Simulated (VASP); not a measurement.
All values below come from PBE GGA, VASP's PBE PAW potentials (set 64) (plane waves; VASP).

VASP input:

File KPOINTS:
```
Regular mesh
0
gamma
 1 1 1
```

File POSCAR:
```
C31Si33
1.0
  8.7583314355   0.0000000000   0.0000000000
  0.0000000000   8.7583314355   0.0000000000
  0.0000000000   0.0000000000   8.7583314355
Si C
33 31
Cartesian
  4.3791657178   0.0000000000   0.0000000000
  6.5687485766   2.1895828589   0.0000000000
  6.5687485766   0.0000000000   2.1895828589
  0.0000000000   0.0000000000   0.0000000000
  2.1895828589   2.1895828589   0.0000000000
  4.3791657178   4.3791657178   0.0000000000
  6.5687485766   6.5687485766   0.0000000000
  2.1895828589   0.0000000000   2.1895828589
  4.3994938050   2.2389710898   2.2033159226
  5.4255761243   3.2481761045   3.2989744268
  6.5190012541   4.3362061021   2.1964406324
  4.3791657178   0.0000000000   4.3791657178
  6.5260429525   2.1677045469   4.3375548851
  6.5687485766   0.0000000000   6.5687485766
  0.0000000000   4.3791657178   0.0000000000
  2.1895828589   6.5687485766   0.0000000000
  0.0000000000   2.1895828589   2.1895828589
  2.1895828589   4.3791657178   2.1895828589
  4.3791657178   6.5687485766   2.1895828589
  0.0000000000   0.0000000000   4.3791657178
  2.1895828589   2.1895828589   4.3791657178
  4.3581632390   4.3831682752   4.3404101011
  6.5687485766   6.5687485766   4.3791657178
  2.1895828589   0.0000000000   6.5687485766
  4.3791657178   2.1895828589   6.5687485766
  6.5687485766   4.3791657178   6.5687485766
  0.0000000000   6.5687485766   2.1895828589
  0.0000000000   4.3791657178   4.3791657178
  2.1895828589   6.5687485766   4.3791657178
  0.0000000000   2.1895828589   6.5687485766
  2.1895828589   4.3791657178   6.5687485766
  4.3791657178   6.5687485766   6.5687485766
  0.0000000000   6.5687485766   6.5687485766
  5.4350351223   1.1059145104   1.0743407255
  7.7070163633   3.3187419809   1.1249200896
  7.7092234628   1.1224852734   3.2934654363
  1.0947914294   1.0947914294   1.0947914294
  3.3118141407   3.2892701956   1.0604675285
  5.4957128425   5.4253308911   1.0961139375
  7.6635400061   7.6635400061   1.0947914294
  3.3185668142   1.1053890105   3.2798900226
  7.6805574440   5.5088503396   3.2597633770
  5.5236431614   1.0546257215   5.5037617491
  7.7046516138   3.3067167918   5.5025443410
  7.6635400061   1.0947914294   7.6635400061
  1.0947914294   5.4739571472   1.0947914294
  3.2843742883   7.6635400061   1.0947914294
  1.0947914294   3.2843742883   3.2843742883
  3.2377011401   5.4436620788   3.2605603851
  5.4739571472   7.6635400061   3.2843742883
  1.0947914294   1.0947914294   5.4739571472
  3.3199856639   3.2352225323   5.4362525304
  5.5026494410   5.4440211703   5.4681503734
  7.6635400061   7.6635400061   5.4739571472
  3.2843742883   1.0947914294   7.6635400061
  5.4739571472   3.2843742883   7.6635400061
  7.6635400061   5.4739571472   7.6635400061
  1.0947914294   7.6635400061   3.2843742883
  1.0947914294   5.4739571472   5.4739571472
  3.2843742883   7.6635400061   5.4739571472
  1.0947914294   3.2843742883   7.6635400061
  3.2843742883   5.4739571472   7.6635400061
  5.4739571472   7.6635400061   7.6635400061
  1.0947914294   7.6635400061   7.6635400061
```

**INCAR**
```
! general
SYSTEM=C31Si33
PREC  =Normal
ENCUT =400
LREAL =Auto
LASPH =.TRUE.
ISYM  =0

! electronic loop
EDIFF =1E-5
NELM  =100
NELMIN=4
ALGO  =Fast

! smearing
ISMEAR=0
SIGMA =0.05

! functional
GGA   =PE

! ions
IBRION=2
NSW   =60
ISIF  =2
EDIFFG=-0.03

! output
LWAVE =.TRUE.
LCHARG=.FALSE.
```

POTCAR, in this order: Si C (PBE.64 set). Program: vasp_gam.

What VASP printed:

OSZICAR:
```
...
RMM:   6    -0.469682834418E+03   -0.24187E-03   -0.34648E-03   335   0.130E-01    0.438E-02
RMM:   7    -0.469682875540E+03   -0.41122E-04   -0.68796E-04   336   0.572E-02    0.268E-02
RMM:   8    -0.469682883297E+03   -0.77562E-05   -0.15575E-04   323   0.285E-02    0.914E-03
RMM:   9    -0.469682883783E+03   -0.48607E-06   -0.39256E-05   243   0.142E-02
   6 F= -.46968288E+03 E0= -.46968288E+03  d E =-.673917E+00
       N       E                     dE             d eps       ncg     rms          rms(c)
DAV:   1    -0.469756545129E+03   -0.73662E-01   -0.82682E+00   322   0.745E+00    0.926E-01
RMM:   2    -0.469755482189E+03    0.10629E-02   -0.13847E-01   322   0.924E-01    0.362E-01
RMM:   3    -0.469752322771E+03    0.31594E-02   -0.28064E-02   322   0.372E-01    0.135E-01
RMM:   4    -0.469752554711E+03   -0.23194E-03   -0.55118E-03   323   0.156E-01    0.647E-02
RMM:   5    -0.469752615997E+03   -0.61286E-04   -0.87601E-04   333   0.666E-02    0.344E-02
RMM:   6    -0.469752625649E+03   -0.96521E-05   -0.18505E-04   333   0.298E-02    0.969E-03
RMM:   7    -0.469752628158E+03   -0.25092E-05   -0.36603E-05   230   0.133E-02
   7 F= -.46975263E+03 E0= -.46975263E+03  d E =-.743662E+00
       N       E                     dE             d eps       ncg     rms          rms(c)
DAV:   1    -0.469871690616E+03   -0.11906E+00   -0.16241E+01   324   0.106E+01    0.130E+00
RMM:   2    -0.469889632610E+03   -0.17942E-01   -0.43354E-01   322   0.163E+00    0.576E-01
RMM:   3    -0.469887198436E+03    0.24342E-02   -0.66371E-02   323   0.607E-01    0.322E-01
RMM:   4    -0.469886698647E+03    0.49979E-03   -0.16798E-02   328   0.267E-01    0.118E-01
RMM:   5    -0.469886880052E+03   -0.18141E-03   -0.24795E-03   334   0.113E-01    0.663E-02
RMM:   6    -0.469886906544E+03   -0.26492E-04   -0.52239E-04   328   0.528E-02    0.158E-02
RMM:   7    -0.469886913897E+03   -0.73528E-05   -0.12691E-04   331   0.241E-02    0.115E-02
RMM:   8    -0.469886915556E+03   -0.16588E-05   -0.26027E-05   208   0.120E-02
   8 F= -.46988692E+03 E0= -.46988692E+03  d E =-.134287E+00
       N       E                     dE             d eps       ncg     rms          rms(c)
DAV:   1    -0.469889316451E+03   -0.24026E-02   -0.24127E-01   380   0.129E+00    0.159E-01
RMM:   2    -0.469889587961E+03   -0.27151E-03   -0.65441E-03   322   0.200E-01    0.702E-02
RMM:   3    -0.469889553635E+03    0.34326E-04   -0.99121E-04   323   0.742E-02    0.397E-02
RMM:   4    -0.469889544284E+03    0.93514E-05   -0.25161E-04   326   0.328E-02    0.138E-02
RMM:   5    -0.469889547535E+03   -0.32517E-05   -0.40483E-05   229   0.141E-02
   9 F= -.46988955E+03 E0= -.46988955E+03  d E =-.136919E+00
       N       E                     dE             d eps       ncg     rms          rms(c)
DAV:   1    -0.469913584748E+03   -0.24040E-01   -0.30002E+00   331   0.456E+00    0.541E-01
RMM:   2    -0.469916754011E+03   -0.31693E-02   -0.75502E-02   322   0.696E-01    0.249E-01
RMM:   3    -0.469915847117E+03    0.90689E-03   -0.11256E-02   322   0.260E-01    0.121E-01
RMM:   4    -0.469915816061E+03    0.31056E-04   -0.32252E-03   323   0.116E-01    0.432E-02
RMM:   5    -0.469915842482E+03   -0.26422E-04   -0.44349E-04   332   0.489E-02    0.271E-02
RMM:   6    -0.469915847857E+03   -0.53750E-05   -0.10791E-04   326   0.232E-02    0.665E-03
RMM:   7    -0.469915848892E+03   -0.10342E-05   -0.23692E-05   203   0.105E-02
  10 F= -.46991585E+03 E0= -.46991585E+03  d E =-.263014E-01
       N       E                     dE             d eps       ncg     rms          rms(c)
DAV:   1    -0.469915882174E+03   -0.34316E-04   -0.38876E-03   388   0.164E-01    0.193E-02
RMM:   2    -0.469915884870E+03   -0.26960E-05   -0.88780E-05   320   0.240E-02    0.896E-03
RMM:   3    -0.469915883566E+03    0.13042E-05   -0.13895E-05   191   0.894E-03    0.415E-03
RMM:   4    -0.469915883589E+03   -0.22919E-07   -0.28961E-06   191   0.361E-03
  11 F= -.46991588E+03 E0= -.46991588E+03  d E =-.263361E-01
       N       E                     dE             d eps       ncg     rms          rms(c)
DAV:   1    -0.469922193051E+03   -0.63095E-02   -0.75509E-01   332   0.231E+00    0.250E-01
RMM:   2    -0.469922470132E+03   -0.27708E-03   -0.13590E-02   322   0.292E-01    0.108E-01
RMM:   3    -0.469922271243E+03    0.19889E-03   -0.24375E-03   323   0.114E-01    0.487E-02
RMM:   4    -0.469922280002E+03   -0.87592E-05   -0.57090E-04   327   0.491E-02    0.199E-02
RMM:   5    -0.469922285569E+03   -0.55670E-05   -0.85173E-05   293   0.204E-02
  12 F= -.46992229E+03 E0= -.46992229E+03  d E =-.640198E-02
       N       E                     dE             d eps       ncg     rms          rms(c)
DAV:   1    -0.469922510770E+03   -0.23077E-03   -0.35337E-02   380   0.499E-01    0.547E-02
RMM:   2    -0.469922525859E+03   -0.15089E-04   -0.67704E-04   322   0.648E-02    0.234E-02
RMM:   3    -0.469922518116E+03    0.77433E-05   -0.12671E-04   323   0.257E-02    0.107E-02
RMM:   4    -0.469922518793E+03   -0.67708E-06   -0.28656E-05   222   0.112E-02
  13 F= -.46992252E+03 E0= -.46992252E+03  d E =-.663520E-02
       N       E                     dE             d eps       ncg     rms          rms(c)
DAV:   1    -0.469923992432E+03   -0.14743E-02   -0.16747E-01   330   0.109E+00    0.125E-01
RMM:   2    -0.469924148485E+03   -0.15605E-03   -0.43529E-03   322   0.164E-01    0.617E-02
RMM:   3    -0.469924113643E+03    0.34842E-04   -0.83179E-04   326   0.634E-02    0.328E-02
RMM:   4    -0.469924116570E+03   -0.29269E-05   -0.21719E-04   337   0.283E-02    0.137E-02
RMM:   5    -0.469924117789E+03   -0.12193E-05   -0.23667E-05   211   0.116E-02
  14 F= -.46992412E+03 E0= -.46992412E+03  d E =-.159900E-02
       N       E                     dE             d eps       ncg     rms          rms(c)
DAV:   1    -0.469924125647E+03   -0.90775E-05   -0.88566E-04   380   0.799E-02    0.900E-03
RMM:   2    -0.469924126315E+03   -0.66782E-06   -0.22030E-05   192   0.116E-02    0.466E-03
RMM:   3    -0.469924125921E+03    0.39411E-06   -0.31500E-06   184   0.407E-03    0.247E-03
RMM:   4    -0.469924125820E+03    0.10104E-06   -0.61376E-07    97   0.196E-03
  15 F= -.46992413E+03 E0= -.46992413E+03  d E =-.160703E-02
       N       E                     dE             d eps       ncg     rms          rms(c)
DAV:   1    -0.469924950441E+03   -0.82452E-03   -0.63473E-02   322   0.671E-01    0.624E-02
RMM:   2    -0.469924976450E+03   -0.26009E-04   -0.93159E-04   322   0.759E-02    0.312E-02
RMM:   3    -0.469924973333E+03    0.31165E-05   -0.23772E-04   328   0.315E-02    0.156E-02
RMM:   4    -0.469924976322E+03   -0.29882E-05   -0.48973E-05   242   0.138E-02
  16 F= -.46992498E+03 E0= -.46992498E+03  d E =-.850502E-03
       N       E                     dE             d eps       ncg     rms          rms(c)
DAV:   1    -0.469925206033E+03   -0.23270E-03   -0.49615E-02   322   0.592E-01    0.553E-02
RMM:   2    -0.469925228596E+03   -0.22563E-04   -0.74148E-04   322   0.677E-02    0.281E-02
RMM:   3    -0.469925227582E+03    0.10142E-05   -0.19367E-04   328   0.282E-02    0.142E-02
RMM:   4    -0.469925230166E+03   -0.25837E-05   -0.39042E-05   230   0.124E-02
  17 F= -.46992523E+03 E0= -.46992523E+03  d E =-.110435E-02
       N       E                     dE             d eps       ncg     rms          rms(c)
DAV:   1    -0.469925748669E+03   -0.52109E-03   -0.59368E-02   322   0.647E-01    0.609E-02
RMM:   2    -0.469925769758E+03   -0.21089E-04   -0.86390E-04   322   0.736E-02    0.299E-02
RMM:   3    -0.469925763448E+03    0.63097E-05   -0.21690E-04   327   0.304E-02    0.143E-02
RMM:   4    -0.469925766191E+03   -0.27427E-05   -0.45825E-05   240   0.132E-02
  18 F= -.46992577E+03 E0= -.46992577E+03  d E =-.536025E-03
```

### OUTCAR
```
------------------------ aborting loop because EDIFF is reached ----------------------------------------
  FORCE on cell =-STRESS in cart. coord.  units (eV):
  Direction    XX          YY          ZZ          XY          YZ          ZX
  --------------------------------------------------------------------------------------
  Total       18.3578736     18.3734645     18.3655574      0.0210958     -0.0318146      0.0336704
  in kB       43.7793018     43.8164824     43.7976258      0.0503087     -0.0758704      0.0802962
  external PRESSURE =      43.7978034 kB  Pullay stress =       0.0000000 kB
  volume of cell :      671.84
      direct lattice vectors                 reciprocal lattice vectors
     8.758331436  0.000000000  0.000000000     0.114176999  0.000000000  0.000000000
     0.000000000  8.758331436  0.000000000     0.000000000  0.114176999  0.000000000
     0.000000000  0.000000000  8.758331436     0.000000000  0.000000000  0.114176999
  FREE ENERGIE OF THE ION-ELECTRON SYSTEM (eV)
  ---------------------------------------------------
  free  energy   TOTEN  =      -469.9257661909 eV

  energy  without entropy=     -469.9257661909  energy(sigma->0) =     -469.92576619

 reached required accuracy - stopping structural energy minimisation
```
(Selected blocks of OUTCAR.)

### CONTCAR
```
C31Si33
   1.00000000000000
     8.7583314355000006    0.0000000000000000    0.0000000000000000
     0.0000000000000000    8.7583314355000006    0.0000000000000000
     0.0000000000000000    0.0000000000000000    8.7583314355000006
  Si              C
    33    31
Direct
     0.5000153345833721    0.9970087459602680    0.9970296437778886
     0.7505573229055290    0.2495253912245405    0.9987890618247688
     0.7505467241079653    0.9991041990170729    0.2494222623064195
     0.0004537997098887    0.9995654100491489    0.9996067539449501
     0.2474226047703845    0.2495967191076930    0.9970593131344970
     0.4999725545170132    0.5001433602048375    0.9989093376798479
     0.7504417077445513    0.7524831892654840    0.9971412147219884
     0.2473695139996636    0.9969239718349178    0.2495898361305123
     0.4834095878251887    0.2331137967598736    0.2331114974390699
     0.6250350264526919    0.3746974881328402    0.3750715636584595
     0.7668652577176203    0.5163728338579736    0.2333027274271673
     0.4999216225141132    0.9989366485623609    0.5001655063592555
     0.7668819577569301    0.2329754944545431    0.5166549617868613
     0.7504907918409824    0.9968825000349126    0.7527408310598895
     0.0028929568347555    0.4999837062415714    0.9970781518842521
     0.2500130384601119    0.7500565877523410    0.9996195073577467
     0.0011453696636436    0.2494626672351720    0.2494820451740888
     0.2493842508388852    0.5002565382548115    0.2493762398982890
     0.4999442168727756    0.7506645371414911    0.2495198996980346
     0.0029973711858496    0.9970094550316906    0.5000215175088758
     0.2493545340504954    0.2495516014653405    0.5000673650033418
     0.4833541881378897    0.5166362741337177    0.5166696105244785
     0.7505519599526216    0.7507669837919122    0.5000987698402691
     0.2500056343051789    0.9997624961611958    0.7499695328417839
     0.4998708012329226    0.2494759553193395    0.7506880595409353
     0.7505713529330553    0.5002274020335192    0.7505382257157928
     0.0029562528070129    0.7525937004125463    0.2495743516320305
     0.0011871854558670    0.5001381813948854    0.5001137687140763
     0.2473662326762621    0.7526825076765438    0.5000453994648463
     0.0030248010712384    0.2495962714348046    0.7526005968096610
     0.2472936032129414    0.5000819058035103    0.7528080474589877
     0.4999631693521698    0.7527548201323636    0.7526637695074267
     0.0003558985054847    0.7500137032883541    0.7500333117958903
     0.6252037427792364    0.1190949782080007    0.1188366698708014
     0.8809791572854134    0.3747296212344379    0.1190218362326334
     0.8810974209038817    0.1190183008601921    0.3748502254180134
     0.1251067375423027    0.1241104958021584    0.1241589833174511
     0.3693658097588284    0.3748951360917309    0.1188675388247746
     0.6252786310478839    0.6305299395238628    0.1190856600607657
     0.8758226899262955    0.8749678259056692    0.1241458298457943
     0.3692808580451358    0.1188320535545576    0.3748462597762204
     0.8811194175220425    0.6306639804462073    0.3748666561867068
     0.6252597781395857    0.1187984563110953    0.6308621937745850
     0.8811652875632968    0.3748432667783836    0.6306329225886955
     0.8759306616872128    0.1241208287595152    0.8749681482348309
     0.1252830388040874    0.6255139114466163    0.1240896399253939
     0.3745718922913737    0.8746128194544666    0.1241834030480801
     0.1253803108258621    0.3749089765328703    0.3746482024300840
     0.3693030174345505    0.6307517154570468    0.3747983398506499
     0.6253376648950784    0.8749182277349185    0.3747320057299919
     0.1253677761565818    0.1242389363222602    0.6253768181102761
     0.3692010102824816    0.3748053900594822    0.6308009187650847
     0.6252057501673240    0.6309077789480080    0.6306790038088775
     0.8758758280357130    0.8746412384897668    0.6254708076046759
     0.3745487031660594    0.1241807928807526    0.8746778820012771
     0.6253097242000974    0.3748711645521393    0.8745925095151332
     0.8758406672322359    0.6254447320554269    0.8746731777248533
     0.1251365878325551    0.8747663164753352    0.3747811543775021
     0.1250378482800659    0.6255103319293597    0.6255366515802291
     0.3745133833998042    0.8750412705536655    0.6254843285590310
     0.1251302207433751    0.3747957900278555    0.8749615090613962
     0.3745886494911640    0.6255427016916310    0.8750201991608229
     0.6252860103044290    0.8746669686148062    0.8749592588256120
     0.1252781002609849    0.8748240101261913    0.8747035841673669
```

At this cut-off the stress carries a Pulay error, which pulls relaxed volumes low. The supercell is sampled at Γ alone, which is coarse: total energies, pressure and levels can be off, energies of defects by several tenths of an eV.

The cell is a supercell with a defect, built from SiC (zinc blende): Si_C. The run is not spin-polarised, so no state with unpaired spins was tried.
